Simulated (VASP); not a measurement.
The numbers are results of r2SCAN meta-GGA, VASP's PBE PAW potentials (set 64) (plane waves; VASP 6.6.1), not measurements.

A VASP calculation is set up with these files.

**KPOINTS_OPT**
```
k-points along high-symmetry lines
10
Line-mode
Reciprocal
  0.000000   0.000000   0.000000 ! GAMMA
  0.000000   0.500000   0.000000 ! X

  0.000000   0.500000   0.000000 ! X
  0.500000   0.500000   0.000000 ! M

  0.500000   0.500000   0.000000 ! M
  0.000000   0.000000   0.000000 ! GAMMA

  0.000000   0.000000   0.000000 ! GAMMA
  0.500000   0.500000   0.500000 ! R

  0.500000   0.500000   0.500000 ! R
  0.000000   0.500000   0.000000 ! X

  0.500000   0.500000   0.500000 ! R
  0.500000   0.500000   0.000000 ! M
```

**INCAR**
```
ALGO  =  Normal
EDIFF  =  1E-7
ENCUT  =  400
ISIF  =  2
ISMEAR  =  -5
ISPIN  =  2
LASPH  =  T
LCHARG  =  F
LEFG  =  T
LMAXMIX  =  4
LMIXTAU  =  T
LORBIT  =  11
LREAL  =  F
LWAVE  =  F
MAGMOM  =  3.2 3*0.7
METAGGA  =  R2SCAN
NEDOS  =  601
NELM  =  100
PREC  =  Accurate
SYSTEM  =  Ni3Fe
```

File POSCAR:
```
Ni3Fe
1
    3.5100710901    -0.0000000000    -0.0000000000
    0.0000000000     3.5100710901    -0.0000000000
   -0.0000000000     0.0000000000     3.5100710901
Fe Ni
1 3
Direct
  0.0000000000   0.0000000000   0.0000000000
  0.0000000000   0.5000000000   0.5000000000
  0.5000000000   0.0000000000   0.5000000000
  0.5000000000   0.5000000000   0.0000000000
```

File KPOINTS:
```
kpoints
0
G
  10 10 10
```

POTCAR, in this order: Fe Ni (PBE.64 set). Program: vasp_std.

The resulting files:

OSZICAR:
```
       N       E                     dE             d eps       ncg     rms          rms(c)
DAV:   1     0.195832325255E+03    0.19583E+03   -0.15018E+04  6040   0.177E+03
DAV:   2    -0.463600806993E+02   -0.24219E+03   -0.23262E+03  5858   0.344E+02
DAV:   3    -0.593911631166E+02   -0.13031E+02   -0.12433E+02  6036   0.111E+02
DAV:   4    -0.595527245568E+02   -0.16156E+00   -0.16119E+00  6232   0.130E+01
DAV:   5    -0.595581262985E+02   -0.54017E-02   -0.54019E-02  8286   0.189E+00    0.223E+01
DAV:   6    -0.535983536660E+02    0.59598E+01   -0.55346E+01  6254   0.133E+02    0.330E+01
DAV:   7    -0.540197700575E+02   -0.42142E+00   -0.23391E+01  6900   0.126E+02    0.248E+01
DAV:   8    -0.503851837674E+02    0.36346E+01   -0.12279E+01  7344   0.607E+01    0.620E+00
DAV:   9    -0.506951040247E+02   -0.30992E+00   -0.10787E+00  6632   0.130E+01    0.333E+00
DAV:  10    -0.506875111700E+02    0.75929E-02   -0.16973E-01  7700   0.858E+00    0.188E+00
DAV:  11    -0.506845981438E+02    0.29130E-02   -0.76112E-02  7274   0.370E+00    0.124E+00
DAV:  12    -0.506865577321E+02   -0.19596E-02   -0.10251E-02  6526   0.173E+00    0.435E-01
DAV:  13    -0.506875454385E+02   -0.98771E-03   -0.13396E-03  7760   0.526E-01    0.138E-01
DAV:  14    -0.506876676360E+02   -0.12220E-03   -0.26621E-04  7414   0.179E-01    0.861E-02
DAV:  15    -0.506876775262E+02   -0.98902E-05   -0.27020E-05  6282   0.692E-02    0.374E-02
DAV:  16    -0.506876716882E+02    0.58380E-05   -0.17577E-05  8006   0.910E-02    0.125E-02
DAV:  17    -0.506876759775E+02   -0.42893E-05   -0.33943E-06  7110   0.348E-02    0.632E-03
DAV:  18    -0.506876778640E+02   -0.18865E-05   -0.42665E-07  6232   0.154E-02    0.342E-03
DAV:  19    -0.506876779539E+02   -0.89952E-07   -0.16711E-07  3922   0.669E-03
   1 F= -.50687678E+02 E0= -.50687678E+02  d E =0.000000E+00  mag=     5.2342
       N       E                     dE             ncg
       N       E                     dE             ncg
```

File OUTCAR:
```
------------------------ aborting loop because EDIFF is reached ----------------------------------------
  FORCE on cell =-STRESS in cart. coord.  units (eV):
  Direction    XX          YY          ZZ          XY          YZ          ZX
  --------------------------------------------------------------------------------------
  Total        0.0421615      0.0421615      0.0421615      0.0000000      0.0000000     -0.0000000
  in kB        1.5619923      1.5619923      1.5619923      0.0000000      0.0000000     -0.0000000
  external PRESSURE =       1.5619923 kB  Pullay stress =       0.0000000 kB
  volume of cell :       43.25
      direct lattice vectors                 reciprocal lattice vectors
     3.510071090  0.000000000  0.000000000     0.284894515  0.000000000  0.000000000
     0.000000000  3.510071090  0.000000000     0.000000000  0.284894515  0.000000000
     0.000000000  0.000000000  3.510071090     0.000000000  0.000000000  0.284894515
 POSITION                                       TOTAL-FORCE (eV/Angst)
 -----------------------------------------------------------------------------------
      0.00000      0.00000      0.00000         0.000000      0.000000      0.000000
      0.00000      1.75504      1.75504         0.000000      0.000000      0.000000
      1.75504      0.00000      1.75504         0.000000      0.000000      0.000000
      1.75504      1.75504      0.00000         0.000000      0.000000      0.000000
 -----------------------------------------------------------------------------------
    total drift:                                0.000000     -0.000000     -0.000000
  FREE ENERGIE OF THE ION-ELECTRON SYSTEM (eV)
  ---------------------------------------------------
  free  energy   TOTEN  =       -50.6876779539 eV

  energy  without entropy=      -50.6876779539  energy(sigma->0) =      -50.68767795

 total charge

# of ion       s       p       d       tot
------------------------------------------
    1        0.496   0.560   6.054   7.110
    2        0.535   0.568   8.330   9.434
    3        0.535   0.568   8.330   9.434
    4        0.535   0.568   8.330   9.434
--------------------------------------------------
tot          2.102   2.264  31.045  35.411

 magnetization (x)

# of ion       s       p       d       tot
------------------------------------------
    1        0.024  -0.013   3.159   3.170
    2       -0.021  -0.072   0.812   0.719
    3       -0.021  -0.072   0.812   0.719
    4       -0.021  -0.072   0.812   0.719
--------------------------------------------------
tot         -0.038  -0.229   5.594   5.327

 Electric field gradients after diagonalization (V/A^2)
 (convention: |V_zz| > |V_xx| > |V_yy|)
----------------------------------------------------------------------
 ion       V_xx      V_yy      V_zz     asymmetry (V_yy - V_xx)/ V_zz
----------------------------------------------------------------------
   1       0.000     0.000    -0.000       0.252
   2      -6.360    -6.360    12.721       0.000
   3      -6.360    -6.360    12.721       0.000
   4      -6.360    -6.360    12.721       0.000
```
(Selected blocks of OUTCAR.)

File OUTCAR:
```
 val. band max:        9.2987167710   @ k =   0.5000   0.5000   0.1000

 cond. band min:       8.9794154366   @ k =   0.5000   0.0000   0.0000


 Fermi energy:         8.9986446070

 spin component 1

 k-point     1 :       0.0000    0.0000    0.0000
  band No.  band energies     occupation
      1      -0.7388      1.00000
      2       2.7841      1.00000
      3       2.7841      1.00000
      4       3.5656      1.00000
      5       3.5656      1.00000
      6       3.5656      1.00000
      7       3.7469      1.00000
      8       5.5557      1.00000
      9       5.5557      1.00000
     10       5.5557      1.00000
     11       6.5807      1.00000
     12       6.5807      1.00000
     13       7.6301      1.00000
     14       7.6301      1.00000
     15       7.6309      1.00000
     16       7.6309      1.00000
     17       7.6309      1.00000
     18       7.7120      1.00000
     19       7.8101      1.00000
     20       7.8101      1.00000
     21       7.8101      1.00000
     22      11.2353      0.00000
     23      11.2353      0.00000
     24      11.2353      0.00000
     25      18.0770      0.00000
     26      18.0770      0.00000

 k-point     2 :       0.1000    0.0000    0.0000
  band No.  band energies     occupation
      1      -0.6019      1.00000
      2       2.8342      1.00000
      3       2.8422      1.00000
      4       3.6038      1.00000
      5       3.6112      1.00000
      6       3.6112      1.00000
      7       3.7978      1.00000
      8       5.5109      1.00000
      9       5.5882      1.00000
     10       5.5882      1.00000
     11       6.5261      1.00000
     12       6.5951      1.00000
     13       7.4188      1.00000
     14       7.4188      1.00000
     15       7.5714      1.00000
     16       7.6077      1.00000
     17       7.6299      1.00000
     18       7.6716      1.00000
     19       7.6895      1.00000
     20       7.6895      1.00000
...
```

For a metal the tetrahedron method with Blöchl corrections gives inexact stress and forces.

The compound is Ni3Fe in the L1_2 structure. It was relaxed first.
